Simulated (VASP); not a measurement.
# Sn2GeO3 (P4/nmm) in VASP: density of states with PBE

Aim: the density of states of Sn2GeO3 with PBE.

Everything below comes from runs of VASP 6.6.1. Logs are shortened: lines on timing, memory, paths and dates and some standing lists are left out, and cuts for length are marked.

### Step 1. The structure

It takes space group P4/nmm (No. 129, tetragonal). Conventional cell: a = 3.792 Å, b = 3.792 Å, c = 14.622 Å, α = 90.00°, β = 90.00°, γ = 90.00°. Sn (site symmetry 4mm) has 4 O at 2.24 Å as nearest neighbours. Sn (site symmetry 4mm) is surrounded by 4 O at 2.24 Å. Ge (site symmetry 4mm) has 4 O at 2.13 Å as nearest neighbours. O (site symmetry 2mm) is surrounded by 4 Sn at 2.24 Å. O (site symmetry -4m2) is surrounded by 4 Ge at 2.13 Å.

The cell was built by a generator and needn't be a form met in nature.

### Step 2. Density of states, PBE

File POSCAR:

```
Sn2GeO3
1.0
    3.7925000000      0.0000000000      0.0000000000
    0.0000000000      3.7925000000      0.0000000000
    0.0000000000      0.0000000000     14.6220400000
Sn Ge O
4 2 6
Direct
    0.0000000000      0.5000000000      0.5934220000
    0.5000000000      0.0000000000      0.7561880000
    0.5000000000      0.0000000000      0.4065780000
    0.0000000000      0.5000000000      0.2438120000
    0.0000000000      0.5000000000      0.9332990000
    0.5000000000      0.0000000000      0.0667010000
    0.5000000000      0.5000000000      0.6746300000
    0.0000000000      0.0000000000      0.6746300000
    0.5000000000      0.5000000000      0.0000000000
    0.0000000000      0.0000000000      0.0000000000
    0.0000000000      0.0000000000      0.3253700000
    0.5000000000      0.5000000000      0.3253700000
```

File INCAR.step1:

```
PREC = Accurate
ENCUT = 520
EDIFF = 1E-6
ISMEAR = 0
SIGMA = 0.03
LREAL = False
LASPH = True
NELM = 60
ALGO = Fast
ISIF = 2
LWAVE = False
LCHARG = True
GGA = PE
NBANDS = 72
KPAR = 4
```

File KPOINTS.step1:

```
regular mesh
0
Gamma
  6 6 2
```

File INCAR.step2:

```
PREC = Accurate
ENCUT = 520
EDIFF = 1E-6
ISMEAR = -5
SIGMA = 0.03
LREAL = False
LASPH = True
NELM = 60
ALGO = Fast
ISIF = 2
LWAVE = False
LCHARG = False
GGA = PE
LORBIT = 11
NBANDS = 72
KPAR = 4
NEDOS = 1001
ICHARG = 11
```

File KPOINTS.step2:

```
regular mesh
0
Gamma
  9 9 3
```

Potentials or basis: VASP PAW PBE potentials, release 64 (Sn_d, Ge_d, O).

Started as:

```
$ cat potpaw_PBE.64/Sn_d/POTCAR potpaw_PBE.64/Ge_d/POTCAR potpaw_PBE.64/O/POTCAR > POTCAR
$ cp INCAR.step1 INCAR
$ cp KPOINTS.step1 KPOINTS
$ mpirun -np 4 vasp_std > vasp.out
$ cp INCAR.step2 INCAR
$ cp KPOINTS.step2 KPOINTS
$ mpirun -np 4 vasp_std > vasp.out
```

OUTCAR:

```text
PREC = Accurate
   ENCUT = 520
   EDIFF = 1E-6
   ISMEAR = -5
   LREAL = False
   LASPH = True
   NELM = 60
   ISIF = 2
   GGA = PE
   LORBIT = 11
   ICHARG = 11

 ion  position               nearest neighbor table
   1  0.000  0.500  0.593-   7 2.24   8 2.24   8 2.24   7 2.24   2 3.59   2 3.59   2 3.59   2 3.59

   2  0.500  0.000  0.756-   7 2.24   8 2.24   7 2.24   8 2.24   1 3.59   1 3.59   1 3.59   1 3.59

   3  0.500  0.000  0.407-  11 2.24  12 2.24  12 2.24  11 2.24   4 3.59   4 3.59   4 3.59   4 3.59

   4  0.000  0.500  0.244-  11 2.24  12 2.24  11 2.24  12 2.24   3 3.59   3 3.59   3 3.59   3 3.59

   5  0.000  0.500  0.933-   9 2.13  10 2.13  10 2.13   9 2.13
   6  0.500  0.000  0.067-   9 2.13  10 2.13   9 2.13  10 2.13
   7  0.500  0.500  0.675-   1 2.24   1 2.24   2 2.24   2 2.24
   8  0.000  0.000  0.675-   1 2.24   1 2.24   2 2.24   2 2.24
   9  0.500  0.500  0.000-   5 2.13   6 2.13   6 2.13   5 2.13
  10  0.000  0.000  0.000-   5 2.13   6 2.13   5 2.13   6 2.13
  11  0.000  0.000  0.325-   3 2.24   3 2.24   4 2.24   4 2.24
  12  0.500  0.500  0.325-   3 2.24   3 2.24   4 2.24   4 2.24

  LATTYP: Found a simple tetragonal cell.
 ALAT       =     3.7925000000
 C/A-ratio  =     3.8555148319

  Lattice vectors:

 A1 = (   3.7925000000,   0.0000000000,   0.0000000000)
 A2 = (   0.0000000000,   3.7925000000,   0.0000000000)
 A3 = (   0.0000000000,   0.0000000000,  14.6220400000)

Analysis of symmetry for initial positions (statically):
=====================================================================
 Subroutine PRICEL returns:
 Original cell was already a primitive cell.

 Routine SETGRP: Setting up the symmetry group for a
 simple tetragonal supercell.

 Subroutine GETGRP returns: Found 16 space group operations
 (whereof  8 operations were pure point group operations)
 out of a pool of 16 trial point group operations.

The static configuration has the point symmetry D_2d.
 The point group associated with its full space group is D_4h.

Analysis of symmetry for dynamics (positions and initial velocities):
=====================================================================
 Subroutine PRICEL returns:
 Original cell was already a primitive cell.

 Routine SETGRP: Setting up the symmetry group for a
 simple tetragonal supercell.

 Subroutine GETGRP returns: Found 16 space group operations
 (whereof  8 operations were pure point group operations)
 out of a pool of 16 trial point group operations.

The dynamic configuration has the point symmetry D_2d.
 The point group associated with its full space group is D_4h.

 Subroutine INISYM returns: Found 16 space group operations
 (whereof  8 operations are pure point group operations),
 and found     1 'primitive' translations

----------------------------------------------------------------------------------------

                                     Primitive cell

  volume of cell :     210.3096

  direct lattice vectors                    reciprocal lattice vectors
     3.792500000  0.000000000  0.000000000     0.263678312  0.000000000  0.000000000
     0.000000000  3.792500000  0.000000000     0.000000000  0.263678312  0.000000000
     0.000000000  0.000000000 14.622040000     0.000000000  0.000000000  0.068389910

  length of vectors
     3.792500000  3.792500000 14.622040000     0.263678312  0.263678312  0.068389910

  position of ions in fractional coordinates (direct lattice)
     0.000000000  0.500000000  0.593422000
     0.500000000  0.000000000  0.756188000
     0.500000000  0.000000000  0.406578000
     0.000000000  0.500000000  0.243812000
     0.000000000  0.500000000  0.933299000
     0.500000000  0.000000000  0.066701000
     0.500000000  0.500000000  0.674630000
     0.000000000  0.000000000  0.674630000
     0.500000000  0.500000000  0.000000000
     0.000000000  0.000000000  0.000000000
     0.000000000  0.000000000  0.325370000
[... 38 lines left out ...]
 TETIRR: Found    352 inequivalent tetrahedra from     1458

 Subroutine IBZKPT returns following result:
 ===========================================

 Found     30 irreducible k-points:

 Following reciprocal coordinates:
            Coordinates               Weight
  0.000000  0.000000  0.000000      1.000000
  0.111111  0.000000  0.000000      4.000000
  0.222222  0.000000  0.000000      4.000000
  0.333333  0.000000  0.000000      4.000000
  0.444444  0.000000  0.000000      4.000000
  0.111111  0.111111  0.000000      4.000000
[... 16 lines left out ...]
  0.333333  0.111111  0.333333     16.000000
  0.444444  0.111111  0.333333     16.000000
 [... further k-points ...]
   k-points           NKPTS =     30   k-points in BZ     NKDIM =     30   number of bands    NBANDS=     72
   number of dos      NEDOS =   1001   number of ions     NIONS =     12
   total plane-waves  NPLWV =  87808
   dimension x,y,z NGX =    28 NGY =   28 NGZ =  112
   dimension x,y,z NGXF=    56 NGYF=   56 NGZF=  224
   ions per type =               4   2   6
   NGX,Y,Z   is equivalent  to a cutoff of  12.27, 12.27, 12.73 a.u.
   NGXF,Y,Z  is equivalent  to a cutoff of  24.55, 24.55, 25.47 a.u.
 SYSTEM =  unknown system
   PREC   = accura    normal or accurate (medium, high low for compatibility)
   ISTART =      0    job   : 0-new  1-cont  2-samecut
   ICHARG =     11    charge: 1-file 2-atom 10-const
   ISPIN  =      1    spin polarized calculation?
   LNONCOLLINEAR =      F non collinear calculations
   LSORBIT =      F    spin-orbit coupling
   LASPH  =      T    aspherical Exc in radial PAW
   ENCUT  =  520.0 eV  38.22 Ry    6.18 a.u.   7.05  7.05 27.19*2*pi/ulx,y,z
   NELM   =     60;   NELMIN=  2; NELMDL=  0     # of ELM steps
   EDIFF  = 0.1E-05   stopping-criterion for ELM
   LREAL  =      F    real-space projection
   EDIFFG = 0.1E-04   stopping-criterion for IOM
   NSW    =      0    number of steps for IOM
   IBRION =     -1    ionic relax: 0-MD 1-quasi-New 2-CG
   NFREE  =      0    steps in history (QN), initial steepest desc. (CG)
   ISIF   =      2    stress and relaxation
   ISYM   =      2    0-nonsym 1-usesym 2-fastsym
   POTIM  = 0.5000    time-step for ionic-motion
   TEBEG  =    0.0;   TEEND  =   0.0 temperature during run
   PSTRESS=    0.0 pullay stress
   NELECT =     120.0000    total number of electrons
   NUPDOWN=      -1.0000    fix difference up-down
   EMIN   =  10.00;   EMAX   =-10.00  energy-range for DOS
   EFERMI =   0.00;   METHOD = LEGACY
   ISMEAR =    -5;   SIGMA  =   0.03  broadening in eV -4-tet -1-fermi 0-gaus
   EFERMI_NEDOS =   21; number of points for ismear=-14 and -15
   IALGO  =     68    algorithm
   IMIX   =      4    mixing-type and parameters
     AMIX     =   0.40;   BMIX     =  1.00
     AMIX_MAG =   1.60;   BMIX_MAG =  1.00
  volume/ion in A,a.u.               =      17.53       118.27
  Fermi-wavevector in a.u.,A,eV,Ry     =   1.357841  2.565947 25.085493  1.843732
  Thomas-Fermi vector in A             =   2.484725
   LORBIT       =     11    0 simple, 1 ext, 2 COOP (PROOUT), +10 PAW based schemes
   GGA     = PE    functional components
   LHFCALC =     F    Hartree Fock is set to
   AEXX    =    0.0000 exact exchange contribution
   IVDW    =     0    specifies the selected vdW correction
   LEPSILON=     F    determine dielectric tensor
   LRPA    =     F    only Hartree local field effects (RPA)
 non-spin polarized calculation
 RMM-DIIS sequential band-by-band and
 Fermi weights with tetrahedron method with Bloechl corrections
  energy-cutoff  :      520.00
  volume of cell :      210.31
 maximum number of plane-waves:      5693

 number of electron     119.9999977 magnetization

 Free energy of the ion-electron system (eV)
  ---------------------------------------------------
  ext. energy  EPLUGINS =         0.00000000
  ---------------------------------------------------
  free energy    TOTEN  =       -68.54492237 eV

  energy without entropy =      -68.54492237  energy(sigma->0) =      -68.54492237

 E-fermi :   5.5736     XC(G=0): -10.0157

 val. band max:        5.5708555780   @ k =   0.1111   0.1111   0.3333
 cond. band min:       6.5152275693   @ k =   0.4444   0.4444   0.0000
 fundamental gap:      0.9443719913
 Fermi energy:         5.5735505718

 k-point     1 :       0.0000    0.0000    0.0000
  band No.  band energies     occupation
      1     -19.1433      2.00000
      2     -19.0477      2.00000
      3     -19.0397      2.00000
      4     -19.0322      2.00000
      5     -19.0322      2.00000
      6     -19.0197      2.00000
[... 1789 lines left out ...]
     71      11.4015      0.00000
     72      11.5188      0.00000

 [... further k-points ...]

------------------------ aborting loop because EDIFF is reached ----------------------------------------

  FORCE on cell =-STRESS in cart. coord.  units (eV):
  Direction    XX          YY          ZZ          XY          YZ          ZX
  --------------------------------------------------------------------------------------
  -------------------------------------------------------------------------------------
  Total       -0.0723460     -0.0723460     -0.0681856      0.0000000      0.0000000      0.0000000
  in kB       -0.5511449     -0.5511449     -0.5194501      0.0000000      0.0000000      0.0000000
  external PRESSURE =      -0.5405799 kB  Pullay stress =       0.0000000 kB

 VOLUME and BASIS-vectors are now :
 -----------------------------------------------------------------------------
  energy-cutoff  :      520.00
  volume of cell :      210.31
      direct lattice vectors                 reciprocal lattice vectors
     3.792500000  0.000000000  0.000000000     0.263678312  0.000000000  0.000000000
     0.000000000  3.792500000  0.000000000     0.000000000  0.263678312  0.000000000
     0.000000000  0.000000000 14.622040000     0.000000000  0.000000000  0.068389910

 POSITION                                       TOTAL-FORCE (eV/Angst)
 -----------------------------------------------------------------------------------
      0.00000      1.89625      8.67704        -0.000000     -0.000000      0.001975
      1.89625      0.00000     11.05701        -0.000000     -0.000000     -0.001489
      1.89625      0.00000      5.94500         0.000000     -0.000000     -0.001975
      0.00000      1.89625      3.56503         0.000000      0.000000      0.001489
      0.00000      1.89625     13.64674         0.000000     -0.000000      0.001773
      1.89625      0.00000      0.97530        -0.000000     -0.000000     -0.001773
      1.89625      1.89625      9.86447        -0.000000     -0.000000      0.001432
      0.00000      0.00000      9.86447        -0.000000      0.000000      0.001432
      1.89625      1.89625      0.00000         0.000000     -0.000000      0.000000
      0.00000      0.00000      0.00000        -0.000000     -0.000000      0.000000
      0.00000      0.00000      4.75757        -0.000000      0.000000     -0.001432
      1.89625      1.89625      4.75757        -0.000000     -0.000000     -0.001432
 -----------------------------------------------------------------------------------
    total drift:                                0.000000      0.000000      0.000000

  FREE ENERGIE OF THE ION-ELECTRON SYSTEM (eV)
  ---------------------------------------------------
  free  energy   TOTEN  =       -68.5449223691 eV

  energy  without entropy=      -68.5449223691  energy(sigma->0) =      -68.54492237

 total charge

# of ion       s       p       d       tot
------------------------------------------
    1        1.258   0.780  10.067  12.105
    2        1.257   0.775  10.064  12.096
    3        1.258   0.780  10.067  12.105
    4        1.257   0.775  10.064  12.096
    5        1.283   0.710  10.082  12.075
    6        1.283   0.710  10.082  12.075
    7        1.577   3.432   0.000   5.009
    8        1.577   3.432   0.000   5.009
    9        1.577   3.399   0.000   4.976
   10        1.577   3.399   0.000   4.976
   11        1.577   3.432   0.000   5.009
   12        1.577   3.432   0.000   5.009
--------------------------------------------------
tot         17.058  25.057  60.425 102.540
```

Wall time 4.6 min (4 MPI ranks of Intel Xeon 6975P-C (Granite Rapids), shared host); peak memory 0.49 GiB.

What came out:

```yaml
Valence_electrons_inside_the_program's_atomic_spheres: Sn 12.11, 12.10; Ge 12.07; O 5.01, 4.98
```

Levels at points of the mesh, in eV from the valence-band top:
| k point | band 58 | band 59 | band 60 | band 61 | band 62 | band 63 |
| --- | --- | --- | --- | --- | --- | --- |
| (0.00, 0.00, 0.00) | -1.12 | -0.92 | -0.26 | 1.51 | 2.03 | 2.37 |

States per cell in windows of 1 eV (zero at the valence-band top; states under -8 eV left out):
```csv
from (eV),total,O7_p,O8_p,O11_p,O12_p,O9_p,O10_p
-8.0,4.39,0.24,0.24,0.24,0.24,0.09,0.09
-7.0,3.28,0.13,0.13,0.13,0.13,0.24,0.24
-6.0,6.77,0.51,0.51,0.51,0.51,0.45,0.45
-5.0,6.64,0.55,0.55,0.55,0.55,0.58,0.58
-4.0,6.58,0.62,0.62,0.62,0.62,0.64,0.64
-3.0,7.72,0.77,0.77,0.77,0.77,0.63,0.63
-2.0,6.52,0.41,0.41,0.41,0.41,0.33,0.33
-1.0,2.08,0.10,0.10,0.10,0.10,0.15,0.15
0.0,0.01,0.00,0.00,0.00,0.00,0.00,0.00
1.0,1.05,0.01,0.01,0.01,0.01,0.01,0.01
2.0,6.48,0.14,0.14,0.14,0.14,0.16,0.16
3.0,5.81,0.15,0.15,0.15,0.15,0.16,0.16
4.0,4.55,0.08,0.08,0.08,0.08,0.14,0.14
5.0,5.69,0.12,0.12,0.12,0.12,0.12,0.12
6.0,0.58,0.01,0.01,0.01,0.01,0.01,0.01
```
